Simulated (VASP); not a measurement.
Pt:

```
CELL_PARAMETERS angstrom
0.00000 1.96090 1.96090
1.96090 0.00000 1.96090
1.96090 1.96090 0.00000
ATOMIC_POSITIONS crystal
Pt 0.00000 0.00000 0.00000
```

| Item | Value |
| --- | --- |
| Program | VASP 6.6.1 |
| Task | relaxation of cell and atoms |
| Functional | PBE |
| Potentials or basis | VASP PAW PBE potentials, release 64 (Pt) |
| Cutoff | 350 eV |
| k mesh | 18 × 18 × 18 |
| Occupations | gaussian, width 0.1 eV |
| Spin | no spin polarisation |

At the start: pressure 8.8 GPa; volume 15.08 Å³/atom.

Q: How do energy, volume and symmetry change on relaxing?

A: Over 4 steps the energy falls by 12.9 meV/atom and the volume is 15.57 Å³/atom (+3.2 %); space group Fm-3m (No. 225, to 0.05 Å).

The path:
```tsv
step	energy change (eV)	largest force (eV/Å)	pressure (GPa)	volume (Å³)
1	0.0000	0.0000	8.84	15.08
2	0.0701	0.0000	-17.21	16.97
3	-0.0129	0.0000	-0.26	15.58
4	-0.0129	0.0000	-0.02	15.57
```

Final structure:
```yaml
crystal:
  lattice:
    - [0.00000, 1.98184, 1.98184]
    - [1.98184, 0.00000, 1.98184]
    - [1.98184, 1.98184, 0.00000]
  atoms:
    - { symbol: Pt, position: [0.00000, 0.00000, 0.00000] }
```
